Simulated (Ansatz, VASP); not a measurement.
# Cross-check of Ta between VASP and Ansatz, part 2 of 2

Wanted: the spread between two codes on one cell, functional and k mesh. The cell is taken from a series of runs on this material, whose earlier steps may have relaxed, scaled, displaced or heated it; both programs get it as it stands.

VASP 6.6.1 and Ansatz 0.2.0.

So far: Starting point; VASP: elastic constants, LDA.

## 3. Ansatz: elastic constants, LDA

Level of this step: Ansatz beside VASP: Kohn-Sham DFT, plane waves, LDA (Ansatz).

Ansatz runs on its default PAW (the set named soft_2) files.

The same cell, functional (in two slightly different forms), mesh and smearing now go to Ansatz, which takes its cutoff from its data sets.

File input.yaml:

```yaml
crystal:
  lattice:
    - [-1.6264192134, 1.6264192134, 1.6264192134]
    - [1.6264192134, -1.6264192134, 1.6264192134]
    - [1.6264192134, 1.6264192134, -1.6264192134]
  atoms:
    - { symbol: Ta, position: [0.0, 0.0, 0.0] }
kpoints:
  mp_grid: { grid: [22, 22, 22] }
hamiltonian:
  xc: lda
scf:
  occupations: { method: gaussian, width: 0.1 }
output:
  forces: true
  stress: true
  eigenvalues: true
elastic:
  mode: relaxed_ion
  stencil: two_point
```

Command:

```sh
ansatz run input.yaml --threads 4 --pin off --max-ram 8192MiB --backend cpu --events-out ev --progress --plain --runs-dir out
```

Numbers of over 12 decimals in the logs are rounded to 6 here.

Output:

```text
Engine: ansatz 0.2.0, aarch64-unknown-linux-gnu
Pseudopotentials: kind: paw
Pseudopotential: Ta, paw, valence charge 13, recommended cutoff 420 eV (normal), Ta.paw.azcp
Functional definition: SPW92
  exchange = slater_x
  correlation = pw_c
Crystal: 1 atoms, lattice volume = 17.209 Å³
Basis set: ecut = 420 eV, 321 PW (Γ)
Bands: 11, of which v1, the nominal top of the filled ones, is band 7 counted from 1 (6 counted from 0)
Symmetry: 48 space group operations
Space group: Im-3m (ITA 229), of the structure as read, at distance tolerance 2.6e-5 Å
k-points: 328 of 10648
Non-local potential: Ta, projectors of the file, l = 0: 3, l = 1: 2, l = 2: 2, l = 3: 1
PAW form: soft (Blöchl's): semilocal exchange-correlation on the pseudo side does not see the compensation charge
PAW frozen core: Ta, regenerated for the run's functional, and the local potential with it (the file was generated under x = pbe(κ = 0.804, μ = 0.219515), c = pbe(β = 0.066725))
PAW one-centre angular grid: Ta, 590 points (default); XC on 64 Gauss nodes
Initial density: superposition of atomic densities (neutral atoms: chi_scale 0, normalization atom), corrected by the library's trained network
Initial wavefunctions: pseudopotential atomic-orbital guess
Functional: x = slater, c = lda
SCF iter   1: F=—  HF=-9682.614670 eV  |F-HF|=—  |Δ(HF+E_count)|=         —  Δρ=5.10e-3  dr2=3.29e-3  ethr=1.77e-3  ⟨swp⟩=5.2  Hψ=20403  notcnv=0
preconditioner: auto → none  [metal: Δε(μ)=0.003 eV  Ē_g=8.656 eV  σ=0.100 eV  W_gap=0.02  n_scr=0 (ndim 8)  ℏωp=20.0 eV  f_vac=0.000  D(μ)=1.30/eV (n_scr^D=12)]
SCF iter   2: F=—  HF=-9682.613424 eV  |F-HF|=—  |Δ(HF+E_count)|=   1.25e-3  Δρ=2.11e-3  dr2=3.34e-4  ethr=2.53e-5  ⟨swp⟩=1.4  Hψ=6651  notcnv=0
SCF iter   3: F=—  HF=-9682.613403 eV  |F-HF|=—  |Δ(HF+E_count)|=   2.06e-5  Δρ=4.79e-4  dr2=1.23e-5  ethr=2.57e-6  ⟨swp⟩=1.2  Hψ=3619  notcnv=0
SCF iter   4: F=—  HF=-9682.613404 eV  |F-HF|=—  |Δ(HF+E_count)|=   3.47e-7  Δρ=2.23e-5  dr2=3.70e-8  ethr=9.47e-8  ⟨swp⟩=1.3  Hψ=3692  notcnv=0
SCF iter   5: F=—  HF=-9682.613404 eV  |F-HF|=—  |Δ(HF+E_count)|=   1.26e-7  Δρ=5.16e-6  dr2=5.30e-9  ethr=2.85e-10  ⟨swp⟩=2.3  Hψ=5801  notcnv=0
SCF iter   6: F=—  HF=-9682.613404 eV  |F-HF|=—  |Δ(HF+E_count)|=   2.64e-9  Δρ=9.55e-7  dr2=1.72e-10  ethr=4.08e-11  ⟨swp⟩=2.1  Hψ=5113  notcnv=0
SCF iter   7: F=—  HF=-9682.613404 eV  |F-HF|=—  |Δ(HF+E_count)|=  7.82e-11  Δρ=1.20e-7  dr2=8.78e-13  ethr=1.32e-12  ⟨swp⟩=2.2  Hψ=5284  notcnv=0
SCF iter   8: F=-9682.613404 eV  HF=-9682.613404 eV  |F-HF|=3.64e-12  |Δ(HF+E_count)|=  7.28e-12  Δρ=7.78e-9  dr2=9.13e-15  ethr=1.00e-12  ⟨swp⟩=5.2  Hψ=11955  notcnv=0
SCF 1 converged in 8 iterations: F = -9682.613404 eV  dr2 = 9.13e-15
  greatest PAW one-centre occupation: 1.000 electrons in one spin orbital (limit 2), on the Ta atom at site 0 (counted from 0), in its partial waves of l = 0
Crystal: 1 atoms, lattice volume = 17.175 Å³
Symmetry: 16 space group operations
k-points: 834 of 10648
Initial density: handed on by an earlier stage of this run
Initial wavefunctions: those handed on with the density
iter 1 solved again at ethr=2.90e-8 eV; its pass at ethr=3.10e-3 eV (dr2=3.77e-6 eV) is discarded
SCF iter   1: F=—  HF=-9682.613342 eV  |F-HF|=—  |Δ(HF+E_count)|=         —  Δρ=1.78e-4  dr2=2.54e-6  ethr=2.90e-8  ⟨swp⟩=2.9  Hψ=64654  notcnv=0  defer=144
preconditioner: auto → none  [metal: Δε(μ)=0.009 eV  Ē_g=8.687 eV  σ=0.100 eV  W_gap=0.05  n_scr=0 (ndim 8)  ℏωp=20.0 eV  f_vac=0.000  D(μ)=1.29/eV (n_scr^D=12)]
[...]
SCF 2 converged in 6 iterations: F = -9682.613342 eV  dr2 = 3.25e-14
Crystal: 1 atoms, lattice volume = 17.243 Å³
[...]
preconditioner: auto → none  [metal: Δε(μ)=0.003 eV  Ē_g=8.651 eV  σ=0.100 eV  W_gap=0.02  n_scr=0 (ndim 8)  ℏωp=20.0 eV  f_vac=0.000  D(μ)=1.30/eV (n_scr^D=12)]
[...]
SCF 3 converged in 4 iterations: F = -9682.613336 eV  dr2 = 1.94e-15
Symmetry: 8 space group operations
k-points: 1530 of 10648
[...]
preconditioner: auto → none  [metal: Δε(μ)=0.001 eV  Ē_g=8.668 eV  σ=0.100 eV  W_gap=0.00  n_scr=0 (ndim 8)  ℏωp=20.0 eV  f_vac=0.000  D(μ)=1.29/eV (n_scr^D=12)]
[...]
SCF iter   3: F=—  HF=-9682.613389 eV  |F-HF|=—  |Δ(HF+E_count)|=   3.42e-7  Δρ=1.99e-5  dr2=2.04e-8  ethr=4.18e-9  ⟨swp⟩=1.0  Hψ=16564  notcnv=0  defer=248
SCF iter   4: F=—  HF=-9682.613389 eV  |F-HF|=—  |Δ(HF+E_count)|=   2.65e-9  Δρ=3.73e-7  dr2=5.18e-12  ethr=1.57e-10  ⟨swp⟩=1.4  Hψ=17179  notcnv=0  defer=248
SCF iter   5: F=—  HF=-9682.613389 eV  |F-HF|=—  |Δ(HF+E_count)|=  1.46e-11  Δρ=1.38e-7  dr2=1.24e-12  ethr=1.00e-12  ⟨swp⟩=5.8  Hψ=62897  notcnv=0
SCF iter   6: F=—  HF=-9682.613389 eV  |F-HF|=—  |Δ(HF+E_count)|=  1.82e-12  Δρ=2.95e-8  dr2=1.45e-13  ethr=9.57e-15 (applied; sched 1.00e-12)  ⟨swp⟩=2.6  Hψ=24911  notcnv=0  defer=418
SCF iter   7: F=-9682.613389 eV  HF=-9682.613389 eV  |F-HF|=0.00e0  |Δ(HF+E_count)|=    0.00e0  Δρ=1.15e-8  dr2=2.13e-14  ethr=1.00e-12  ⟨swp⟩=4.0  Hψ=46733  notcnv=0
SCF 4 converged in 7 iterations: F = -9682.613389 eV  dr2 = 2.13e-14
iter 1 solved again at ethr=2.46e-10 eV; its pass at ethr=3.10e-3 eV (dr2=3.19e-8 eV) is discarded
SCF iter   1: F=—  HF=-9682.613388 eV  |F-HF|=—  |Δ(HF+E_count)|=         —  Δρ=9.42e-5  dr2=3.19e-8  ethr=2.46e-10  ⟨swp⟩=1.4  Hψ=104552  notcnv=0  defer=168
preconditioner: auto → none  [metal: Δε(μ)=0.002 eV  Ē_g=8.668 eV  σ=0.100 eV  W_gap=0.01  n_scr=0 (ndim 8)  ℏωp=20.0 eV  f_vac=0.000  D(μ)=1.29/eV (n_scr^D=12)]
SCF iter   2: F=—  HF=-9682.613389 eV  |F-HF|=—  |Δ(HF+E_count)|=   5.04e-7  Δρ=4.71e-5  dr2=7.94e-9  ethr=2.46e-10  ⟨swp⟩=1.0  Hψ=16411  notcnv=0  defer=168
SCF iter   3: F=—  HF=-9682.613389 eV  |F-HF|=—  |Δ(HF+E_count)|=   1.68e-7  Δρ=1.68e-7  dr2=3.03e-12  ethr=6.10e-11  ⟨swp⟩=1.0  Hψ=16411  notcnv=0  defer=168
SCF iter   4: F=-9682.613389 eV  HF=-9682.613389 eV  |F-HF|=7.28e-12  |Δ(HF+E_count)|=  5.46e-12  Δρ=1.68e-8  dr2=2.12e-14  ethr=1.00e-12  ⟨swp⟩=5.0  Hψ=56932  notcnv=0
SCF 5 converged in 4 iterations: F = -9682.613389 eV  dr2 = 2.12e-14
SCF converged after 8 iterations
Free energy (F): -9682.613404 eV
Harris-Foulkes:  -9682.613404 eV  (|F-HF|=3.64e-12)
Internal energy: -9682.606938 eV  (E = F + TS)
E sigma→0 (E₀):  -9682.610171 eV
Entropy (-TS):   -0.006465 eV (-6.465 meV/atom)
Fermi energy:    19.268453 eV
--- Per-component energies (eV) ---
  E_band       = -94.524720
  E_kinetic    = 368.018616
  E_local      = -527.776460  (includes V_loc(G=0)·N_el)
  E_nonlocal   = 21.188782
  E_hartree    = 183.662705
  E_xc         = -217.424776
  E_vxc        = -204.826235  (∫ρ·V_xc dr)
  E_paw        = -8149.228296  (= ΣΔE_a)
  E_vpaw       = -118.454968  (= ΣTr[D̂ρ^β])
  E_aug_tail   = 0.000133  (compensation charges beyond the density's cutoff)
  E_ewald      = -1361.306545
  E_core_change = 0.258903  (= ΣΔE_core)
  E_smearing   = -0.006465  (= −TS)
  E_closure    = 0.000000  (closes the sum)
  Σ components = -9682.613404   (vs F -9682.613404, Δ=0.00e0)
--- Forces (eV/Å), atoms counted from 1 ---
  atom   1  Ta     0.00000000    -0.00000000    -0.00000000
  max |Σ_I F_I| component: 2.05e-32 eV/Å
--- Stress (GPa, compression-positive) ---
       -0.015788       0.000000      -0.000000
       -0.000000      -0.015788       0.000000
        0.000000      -0.000000      -0.015788
  P = ⅓ Tr σ = -0.0158 GPa (-0.158 kbar)
--- Band table (eV; the first three rows and the last of 328) ---
  k-point 0: bands = [... 3 lower, -13.5517, 11.2387, 19.9501, 19.9501, 19.9501, 23.3702, 23.3702, 34.1697]
  k-point 1: bands = [... 3 lower, -13.5519, 11.3370, 19.8857, 19.9339, 20.0466, 23.2596, 23.3698, 34.2602]
  k-point 2: bands = [... 3 lower, -13.5525, 11.6244, 19.7036, 19.8698, 20.3342, 22.9995, 23.3728, 34.5070]
  k-point 327: bands = [... 3 lower, -14.5017, 15.1879, 15.1879, 26.4416, 26.4416, 26.4416, 28.3700, 28.3700]
--- Elastic constants: 2 strain directions × 2 members + reference (group order 48) ---
  dense FFT box of the reference and of every strained cell: 20×20×20
  strains applied: 11, 23; error gains: componentwise 1.00 (the most a stress slope's error grows in a printed constant), spectral 1.73 (1 for all six strains in a standard setting)
  C = ∂σ_k/∂η_j (tension-positive GPa; Voigt order 11 22 33 23 13 12):
       301.539    173.729    173.729     -0.000      0.000      0.000
       173.729    301.539    173.729     -0.000      0.000      0.000
       173.729    173.729    301.539     -0.000      0.000      0.000
        -0.000      0.000     -0.000     70.979     -0.000      0.000
        -0.000      0.000      0.000      0.000     70.979     -0.000
        -0.000      0.000      0.000     -0.000      0.000     70.979
  reference stress σ⁰ (GPa):      0.016      0.016      0.016     -0.000     -0.000      0.000
  C* (energy form; C + prestress term) asymmetry max|C*_kj − C*_jk| = 2.842e-14 GPa — a small one proves nothing (zero by symmetry where the batch's group is 432, −43m or m−3m); a large one is finite-difference/SCF noise where every solve meets its electron count
  moduli (Voigt/Reuss/Hill, GPa): K = 216.33/216.33/216.33   G = 68.15/67.97/68.06   E = 184.80   ν = 0.358
  mechanically stable: yes (min eigenvalue of sym C = 70.98 GPa)
  strain η (Voigt 11):  stress-route row diagonal C_11 = 301.54 GPa, energy-path curvature d²(F+E_count+ΔE)/dδ²/Ω₀ = 301.36 GPa
         δ    σ_11 (GPa)             F (eV)   n_scf  n_hpsi   n_pw
    -2.000e-3      -0.5912       -9682.6133420       6  149361    370   relax 0 steps, max|allowed force component| 0.00e0 eV/Å
     2.000e-3       0.6150       -9682.6133362       4  115901    370   relax 0 steps, max|allowed force component| 0.00e0 eV/Å
  strain η (Voigt 23):  stress-route row diagonal C_44 = 70.98 GPa, energy-path curvature d²(F+E_count+ΔE)/dδ²/Ω₀ = 70.84 GPa
         δ    σ_23 (GPa)             F (eV)   n_scf  n_hpsi   n_pw
    -2.000e-3      -0.1420       -9682.6133890       7  322248    370   relax 0 steps, max|allowed force component| 0.00e0 eV/Å
     2.000e-3       0.1420       -9682.6133890       4  212762    370   relax 0 steps, max|allowed force component| 0.00e0 eV/Å
```

In the SCF lines HF is the Harris–Foulkes energy and dr2 the Hartree energy of the density residual, in eV; the loop may stop once dr2 is under the threshold and the program's other checks hold. Hψ counts applications of the Hamiltonian.

## 4. Differences

Known differences besides the potentials themselves: the two LDA forms differ slightly; the data sets hold 13 valence electrons in Ansatz (on its default PAW (the set named soft_2) files) and 11 in VASP; the cutoff is 420 eV in Ansatz and 500 eV in VASP; VASP's log shows a relativistic correction to its local exchange, Ansatz's none; VASP takes each elastic constant from one size of strain, Ansatz from those that its log lists. Total energies have different zeros and are not compared.

Compared:

```csv
quantity,Ansatz,VASP,difference
C11 (GPa),301.5,302.7,-0.40 %
C22 (GPa),301.5,302.7,-0.40 %
C33 (GPa),301.5,302.7,-0.40 %
C12 (GPa),173.7,177.8,-2.29 %
C13 (GPa),173.7,177.8,-2.29 %
C23 (GPa),173.7,177.8,-2.29 %
C44 (GPa),71.0,71.2,-0.27 %
C55 (GPa),71.0,71.2,-0.27 %
C66 (GPa),71.0,71.2,-0.27 %
```

## 5. Summary of results

```yaml
difference_in_c12_elastic_constants_lda: -2.3 %
```

In words: The difference in C12 is -2.3 % (elastic constants, LDA), within the 5 % picked in this series as the mark of a large difference. The data sets hold unlike numbers of valence electrons (13 in Ansatz and 11 in VASP), so part of the differences comes from the potentials. How closely two codes agree says nothing of how well the functional describes the real material.

[Lines on the potential files, build, host, timing and source positions are cut from VASP's logs without a mark.]

[Logs are printed without paths, hosts, clocks, repeated set-up lines and the standing remarks that a program may print on its own settings, such as how far it seeks lower states.]

[Hosts, paths, dates, database ids (printed as entryN), source tags and the programs' standing remarks are cut or masked in the printed files.]
